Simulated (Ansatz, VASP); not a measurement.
# Al2O3 (Corundum): VASP beside Ansatz

Aim: how closely do two programs agree when they are given the same cell, functional and k mesh? The cell is taken from a series of runs on this material, whose earlier steps may have relaxed, scaled, displaced or heated it; both programs get it as it stands.

Program: Ansatz 0.2.0. Level of theory: plane waves, with VASP 6.6.1 beside it; LDA. Results are calculated unless marked as measured.

## (1) The starting structure

It takes space group R-3c (No. 167, trigonal). Conventional cell: a = 4.748 Å, b = 4.748 Å, c = 12.940 Å, α = 90.00°, β = 90.00°, γ = 120.00°. Al has 6 O at 1.85 to 1.96 Å nearest. O has 4 Al at 1.85 to 1.96 Å nearest. Farther neighbours and most contacts between anions are not listed.

Structure file:

```cif
data_structure
_symmetry_space_group_name_H-M 'P 1'
_symmetry_Int_Tables_number 1
_cell_length_a 5.1106
_cell_length_b 5.1106
_cell_length_c 5.1106
_cell_angle_alpha 55.354
_cell_angle_beta 55.354
_cell_angle_gamma 55.354
_cell_volume 84.20
loop_
_atom_site_label
_atom_site_type_symbol
_atom_site_fract_x
_atom_site_fract_y
_atom_site_fract_z
_atom_site_occupancy
Al1 Al 0.35128 0.35128 0.35128 1
Al2 Al 0.14872 0.14872 0.14872 1
Al3 Al 0.64872 0.64872 0.64872 1
Al4 Al 0.85128 0.85128 0.85128 1
O5 O 0.55664 0.94336 0.25000 1
O6 O 0.25000 0.55664 0.94336 1
O7 O 0.94336 0.25000 0.55664 1
O8 O 0.44336 0.05664 0.75000 1
O9 O 0.75000 0.44336 0.05664 1
O10 O 0.05664 0.75000 0.44336 1
```

## (2) VASP: zone-centre phonons, LDA

Second derivatives magnify differences that forces hide, and they need a tight electronic threshold.

Lines of VASP's logs that name or quote its potential files are left out, and so is its time.

File INCAR:

```
SYSTEM = Al2O3
PREC = Accurate
ENCUT = 600
EDIFF = 1E-08
NELM = 120
ISMEAR = 0
SIGMA = 0.01
LREAL = .FALSE.
ALGO = Normal
GGA = CA
NBANDS = 34
LORBIT = 11
LWAVE = .FALSE.
LCHARG = .FALSE.
ISIF = 2
IBRION = 8
LEPSILON = .TRUE.
LASPH = .TRUE.
GGA_COMPAT = .FALSE.
EFERMI = MIDGAP
KPAR = 2
```

File POSCAR:

```
Al2O3
1.0
    2.3738104018      1.3705200745      4.3133542801
   -2.3738104018      1.3705200745      4.3133542801
    0.0000000000     -2.7410401489      4.3133542801
Al O
4 6
Direct
    0.3512803665      0.3512803665      0.3512803665
    0.1487196335      0.1487196335      0.1487196335
    0.6487196335      0.6487196335      0.6487196335
    0.8512803665      0.8512803665      0.8512803665
    0.5566389011      0.9433610989      0.2500000000
    0.2500000000      0.5566389011      0.9433610989
    0.9433610989      0.2500000000      0.5566389011
    0.4433610989      0.0566389011      0.7500000000
    0.7500000000      0.4433610989      0.0566389011
    0.0566389011      0.7500000000      0.4433610989
```

File KPOINTS:

```
Automatic mesh
0
Gamma
4 4 4
0 0 0
```

The projector-augmented-wave data sets are Al and O (LDA family, release 64).

The run is started by

```
mpirun -np 2 vasp_std
```

Numbers of over 12 decimals in the logs are rounded to 6 here.

What it wrote:

```text
[banner, memory and clock lines left out]
running    2 mpi-ranks, on    1 nodes
 distrk:  each k-point on    1 cores,    2 groups
 distr:  one band on    1 cores,    1 groups

 POSCAR found type information on POSCAR AlO
 POSCAR found :  2 types and      10 ions
 LDA part: xc-table for (Slater(with rela. corr.)+CA(PZ))
 , standard interpolation
 POSCAR, INCAR and KPOINTS ok, starting setup
 FFT: planning ... GRIDC
 FFT: planning ... GRID_SOFT
 FFT: planning ... GRID
 WAVECAR not read
 entering main loop
       N       E                     dE             d eps       ncg     rms          rms(c)
DAV:   1     0.236422377217E+03    0.23642E+03   -0.27776E+04   884   0.151E+03
DAV:   2    -0.779225355565E+02   -0.31434E+03   -0.30460E+03  1114   0.305E+02
DAV:   3    -0.914046081791E+02   -0.13482E+02   -0.13440E+02  1134   0.640E+01
DAV:   4    -0.915069965236E+02   -0.10239E+00   -0.10232E+00  1120   0.636E+00
DAV:   5    -0.915079730268E+02   -0.97650E-03   -0.97632E-03  1110   0.629E-01    0.176E+01
DAV:   6    -0.833107318087E+02    0.81972E+01   -0.29985E+01  1076   0.291E+01    0.631E+00
DAV:   7    -0.832064594541E+02    0.10427E+00   -0.89079E-01  1040   0.465E+00    0.320E+00
DAV:   8    -0.831262599404E+02    0.80200E-01   -0.78830E-02  1104   0.212E+00    0.737E-01
DAV:   9    -0.831192878805E+02    0.69721E-02   -0.13730E-02  1110   0.616E-01    0.269E-01
DAV:  10    -0.831193486543E+02   -0.60774E-04   -0.48150E-04  1072   0.138E-01    0.636E-02
DAV:  11    -0.831193293820E+02    0.19272E-04   -0.13327E-04  1068   0.680E-02    0.263E-02
DAV:  12    -0.831193295765E+02   -0.19449E-06   -0.40937E-06  1112   0.138E-02    0.653E-03
DAV:  13    -0.831193292389E+02    0.33762E-06   -0.13008E-06  1084   0.670E-03    0.160E-03
DAV:  14    -0.831193292366E+02    0.23283E-08   -0.52844E-08  1064   0.138E-03
   1 F= -.83119329E+02 E0= -.83119329E+02  d E =0.000000E+00
 Linear response reoptimize wavefunctions to high precision
DAV:   1    -0.831193292367E+02   -0.15643E-09   -0.39685E-09   732   0.335E-04
DAV:   2    -0.831193292367E+02   -0.11823E-10   -0.47147E-10   610   0.135E-04
 Linear response G [H, r] |phi>, progress :
  Direction:   1
       N       E                     dE             d eps       ncg     rms
RMM:   1    -0.197282022474E+03   -0.19728E+03    0.13131E+02  2053   0.924E+01
RMM:   2    -0.171330564499E+03    0.25951E+02   -0.10713E+01  1529   0.183E+01
RMM:   3    -0.171369742316E+03   -0.39178E-01   -0.11256E-01  1599   0.180E+00
RMM:   4    -0.171371007651E+03   -0.12653E-02   -0.38197E-03  1657   0.229E-01
RMM:   5    -0.171371030391E+03   -0.22740E-04   -0.18715E-03  1671   0.366E-02
RMM:   6    -0.171371062171E+03   -0.31780E-04   -0.21441E-03  1685   0.134E-02
RMM:   7    -0.171371063995E+03   -0.18244E-05   -0.21636E-03  1695   0.112E-02
RMM:   8    -0.171371063808E+03    0.18742E-06   -0.21791E-03  1659   0.110E-02
RMM:   9    -0.171371063224E+03    0.58359E-06   -0.22859E-03  1544   0.110E-02
RMM:  10    -0.171371041264E+03    0.21960E-04   -0.24252E-03  1535   0.110E-02
 Linear response G [H, r] |phi>, progress :
  Direction:   2
       N       E                     dE             d eps       ncg     rms
RMM:   1    -0.199432962898E+03   -0.19943E+03    0.11410E+02  2055   0.924E+01
RMM:   2    -0.172726415806E+03    0.26707E+02   -0.10914E+01  1538   0.185E+01
RMM:   3    -0.172774113132E+03   -0.47697E-01   -0.11223E-01  1600   0.182E+00
RMM:   4    -0.172775430161E+03   -0.13170E-02   -0.31189E-03  1651   0.236E-01
RMM:   5    -0.172775438514E+03   -0.83532E-05   -0.87690E-04  1677   0.362E-02
RMM:   6    -0.172775443967E+03   -0.54535E-05   -0.88581E-04  1685   0.124E-02
RMM:   7    -0.172775452107E+03   -0.81395E-05   -0.96512E-04  1697   0.100E-02
RMM:   8    -0.172775455480E+03   -0.33729E-05   -0.99094E-04  1644   0.986E-03
RMM:   9    -0.172775454839E+03    0.64105E-06   -0.94780E-04  1530   0.985E-03
RMM:  10    -0.172775441918E+03    0.12921E-04   -0.82107E-04  1519   0.989E-03
 Linear response G [H, r] |phi>, progress :
  Direction:   3
       N       E                     dE             d eps       ncg     rms
RMM:   1    -0.198539860508E+03   -0.19854E+03    0.11240E+02  1982   0.924E+01
RMM:   2    -0.172017940702E+03    0.26522E+02   -0.10199E+01  1538   0.178E+01
RMM:   3    -0.172054061568E+03   -0.36121E-01   -0.10329E-01  1573   0.174E+00
RMM:   4    -0.172055212879E+03   -0.11513E-02   -0.14695E-03  1627   0.214E-01
RMM:   5    -0.172055229075E+03   -0.16195E-04    0.18752E-04  1657   0.336E-02
RMM:   6    -0.172055228506E+03    0.56851E-06    0.23452E-04  1680   0.117E-02
RMM:   7    -0.172055227099E+03    0.14067E-05    0.24943E-04  1679   0.960E-03
RMM:   8    -0.172055227241E+03   -0.14201E-06    0.24718E-04  1610   0.941E-03
RMM:   9    -0.172055227119E+03    0.12190E-06    0.24211E-04  1537   0.940E-03
RMM:  10    -0.172055226824E+03    0.29570E-06    0.28048E-04  1520   0.943E-03
 Linear response to external field (no local field effect), progress :
  Direction:   1
[...]
RMM:   9    -0.554870668679E+00    0.54034E-05   -0.45106E-07  3121   0.916E-04    0.128E-04
RMM:  10    -0.554871685415E+00   -0.10167E-05   -0.40586E-06  2937   0.561E-04    0.288E-05
RMM:  11    -0.554871841472E+00   -0.15606E-06   -0.21917E-06  2635   0.524E-04    0.684E-06
[...]
Born effective charge ion    1 direction 1 :   2.947   0.030   0.000
 Linear response progress:
  Degree of freedom:   2/  5
       N       E                     dE             d eps       ncg     rms          rms(c)
RMM:   1    -0.189601277135E-01   -0.18960E-01   -0.21198E-02  2829   0.989E-01
RMM:   2    -0.867373758667E-02    0.10286E-01   -0.15876E-03  1676   0.272E-01    0.793E-02
RMM:   3    -0.850769945783E-02    0.16604E-03   -0.55002E-05  1752   0.544E-02    0.469E-02
RMM:   4    -0.842200359676E-02    0.85696E-04   -0.33016E-04  1742   0.564E-02    0.792E-03
RMM:   5    -0.839839044068E-02    0.23613E-04   -0.44932E-05  1747   0.965E-03    0.399E-03
RMM:   6    -0.839147300107E-02    0.69174E-05   -0.63874E-06  1777   0.388E-03    0.164E-03
RMM:   7    -0.838857775973E-02    0.28952E-05   -0.27198E-07  1779   0.160E-03    0.483E-04
RMM:   8    -0.838918401081E-02   -0.60625E-06   -0.30754E-06  1802   0.568E-04    0.144E-04
RMM:   9    -0.838902633518E-02    0.15768E-06   -0.19224E-06  1804   0.176E-04    0.357E-05
RMM:  10    -0.838909943218E-02   -0.73097E-07   -0.20457E-06  1814   0.882E-05    0.165E-05
RMM:  11    -0.838910732579E-02   -0.78936E-08   -0.24072E-06  1818   0.641E-05    0.290E-06
RMM:  12    -0.838911094888E-02   -0.36231E-08   -0.23248E-06  1812   0.554E-05    0.116E-06
RMM:  13    -0.838910466033E-02    0.62885E-08   -0.22732E-06  1771   0.544E-05    0.782E-07
RMM:  14    -0.838909495490E-02    0.97054E-08   -0.21802E-06  1714   0.537E-05    0.309E-07
RMM:  15    -0.838906822302E-02    0.26732E-07   -0.19844E-06  1711   0.531E-05    0.107E-07
RMM:  16    -0.838903938494E-02    0.28838E-07   -0.16631E-06  1737   0.527E-05    0.826E-08
 first order change of Fermi-energy   0.45183E-01
 force on displaced ion       1 direction 3 :  -0.000  -0.000 -19.109
 Born effective charge ion    1 direction 3 :   0.000   0.000   2.915
 Linear response progress:
  Degree of freedom:   3/  5
       N       E                     dE             d eps       ncg     rms          rms(c)
RMM:   1    -0.368630998939E+00   -0.36863E+00    0.38821E-01  3080   0.301E+00
RMM:   2    -0.363993331034E+00    0.46377E-02   -0.66119E-03  2836   0.394E-01    0.175E-01
RMM:   3    -0.364945911614E+00   -0.95258E-03   -0.12577E-03  2631   0.163E-01    0.867E-02
RMM:   4    -0.366773811982E+00   -0.18279E-02   -0.11241E-03  2761   0.144E-01    0.185E-02
RMM:   5    -0.366775335561E+00   -0.15236E-05   -0.38976E-05  3043   0.283E-02    0.659E-03
RMM:   6    -0.366816016223E+00   -0.40681E-04   -0.34741E-07  3118   0.518E-03    0.122E-03
RMM:   7    -0.366821061357E+00   -0.50451E-05   -0.37052E-08  3120   0.951E-04    0.587E-04
RMM:   8    -0.366821795120E+00   -0.73376E-06    0.30543E-08  3127   0.460E-04    0.161E-04
RMM:   9    -0.366820972191E+00    0.82293E-06    0.41346E-07  3123   0.290E-04    0.718E-05
RMM:  10    -0.366821259056E+00   -0.28686E-06    0.60759E-07  3143   0.272E-04    0.151E-05
RMM:  11    -0.366821143661E+00    0.11540E-06   -0.25316E-09  3139   0.270E-04    0.490E-06
RMM:  12    -0.366821191267E+00   -0.47606E-07   -0.10794E-07  3152   0.268E-04    0.186E-06
RMM:  13    -0.366821175054E+00    0.16213E-07   -0.19128E-07  3149   0.268E-04    0.754E-07
RMM:  14    -0.366821182841E+00   -0.77870E-08   -0.28175E-07  3159   0.266E-04    0.421E-07
RMM:  15    -0.366821180805E+00    0.20355E-08   -0.23393E-07  3211   0.264E-04    0.240E-07
RMM:  16    -0.366821181057E+00   -0.25151E-09   -0.12806E-07  3259   0.262E-04    0.243E-07
RMM:  17    -0.366821180789E+00    0.26759E-09    0.79208E-08  3319   0.261E-04    0.203E-07
 first order change of Fermi-energy   0.36149E+00
 force on displaced ion       5 direction 1 : -18.071   0.000  -0.000
 Born effective charge ion    5 direction 1 :  -2.065   0.000   0.000
 Linear response progress:
  Degree of freedom:   4/  5
       N       E                     dE             d eps       ncg     rms          rms(c)
RMM:   1    -0.368531495233E+00   -0.36853E+00    0.36005E-01  4731   0.297E+00
RMM:   2    -0.364029642295E+00    0.45019E-02   -0.59083E-03  4215   0.377E-01    0.170E-01
RMM:   3    -0.365009431480E+00   -0.97979E-03   -0.11139E-03  3903   0.155E-01    0.845E-02
RMM:   4    -0.366832201978E+00   -0.18228E-02   -0.10595E-03  4116   0.142E-01    0.173E-02
RMM:   5    -0.366793186208E+00    0.39016E-04   -0.40634E-05  4568   0.287E-02    0.457E-03
RMM:   6    -0.366848935131E+00   -0.55749E-04   -0.58315E-07  4682   0.444E-03    0.138E-03
RMM:   7    -0.366841497525E+00    0.74376E-05   -0.13893E-07  4681   0.137E-03    0.628E-04
RMM:   8    -0.366848085237E+00   -0.65877E-05    0.15141E-07  4685   0.764E-04    0.160E-04
RMM:   9    -0.366847642892E+00    0.44234E-06    0.12413E-06  4703   0.357E-04    0.806E-05
RMM:  10    -0.366847825791E+00   -0.18290E-06    0.16915E-06  4703   0.341E-04    0.122E-05
RMM:  11    -0.366847779782E+00    0.46009E-07    0.13602E-07  4737   0.338E-04    0.606E-06
RMM:  12    -0.366847824955E+00   -0.45173E-07    0.12785E-06  4754   0.336E-04    0.197E-06
RMM:  13    -0.366847814501E+00    0.10453E-07   -0.40228E-07  4798   0.336E-04    0.753E-07
RMM:  14    -0.366847815855E+00   -0.13531E-08    0.42479E-07  4829   0.333E-04    0.431E-07
RMM:  15    -0.366847815184E+00    0.67030E-09   -0.41255E-08  4963   0.331E-04    0.269E-07
 first order change of Fermi-energy  -0.57598E-05
 force on displaced ion       5 direction 2 :   0.000 -18.540   5.762
 Born effective charge ion    5 direction 2 :   0.000  -1.866   0.344
 Linear response progress:
  Degree of freedom:   5/  5
       N       E                     dE             d eps       ncg     rms          rms(c)
RMM:   1    -0.368877798920E+00   -0.36888E+00    0.36510E-01  4665   0.297E+00
RMM:   2    -0.364862119830E+00    0.40157E-02   -0.59828E-03  4272   0.377E-01    0.168E-01
RMM:   3    -0.365879822538E+00   -0.10177E-02   -0.11422E-03  3882   0.155E-01    0.836E-02
RMM:   4    -0.367702213183E+00   -0.18224E-02   -0.10757E-03  4151   0.138E-01    0.183E-02
RMM:   5    -0.367666869850E+00    0.35343E-04   -0.51820E-05  4449   0.330E-02    0.493E-03
RMM:   6    -0.367762476841E+00   -0.95607E-04   -0.50677E-06  4644   0.882E-03    0.156E-03
RMM:   7    -0.367762467974E+00    0.88673E-08   -0.49402E-08  4659   0.155E-03    0.481E-04
 first order change of Fermi-energy   0.51319E-04
 force on displaced ion       5 direction 3 :   0.001   5.756 -15.753
 Born effective charge ion    5 direction 3 :  -0.000   0.254  -1.944
 Born effective charges drift removed
 Linear response finished
```

(Part 1 of 3 ends here.)

[Lines on the potential files, build, host, timing and source positions are cut from VASP's logs without a mark.]

[Logs are printed without paths, hosts, clocks, repeated set-up lines and the standing remarks that a program may print on its own settings, such as how far it seeks lower states.]

[Hosts, paths, dates, database ids (printed as entryN), source tags and the programs' standing remarks are cut or masked in the printed files.]
